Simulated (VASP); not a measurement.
# Sn4C4 (ordered alloy cell): computed properties

The numbers are results of PBEsol GGA, VASP's PBE PAW potentials (set 64) (plane waves; VASP 6.6.1), not measurements.

```yaml
space_group: Pmma (51)
cell: a = 2.7120 Å, b = 3.3093 Å, c = 7.4266 Å, α = 90.00°, β = 90.00°, γ = 90.00°
volume_per_atom: 16.66 Å^3/atom
band gap (on the k-mesh): none (metal, semimetal or under 0.01 eV)
density: 6.51 g/cm³
```

```
SnC
1.0
    4.25775    -0.42236     0.00000
   -0.42236     4.25775     0.00000
    0.00000     0.00000     7.42658
Sn C
4 4
Direct
  0.00000   0.00000   0.89940
  0.25000   0.25000   0.35060
  0.50000   0.50000   0.89940
  0.75000   0.75000   0.35060
  0.50000   0.00000   0.58296
  0.75000   0.25000   0.66704
  0.00000   0.50000   0.58296
  0.25000   0.75000   0.66704
```

Without a dispersion term in the relaxation, distances and binding between the weakly bound layers, chains or molecules are unreliable, and so is what depends on them. Unless said otherwise, spin-orbit coupling is left out, though it shifts the bands of the heavy elements here.

The structure was generated: Sn4C4 was put into an ordered model structure (Pmma), which need not be its known phase. It was relaxed first. Symmetry was kept, so distortions that lower it aren't found.
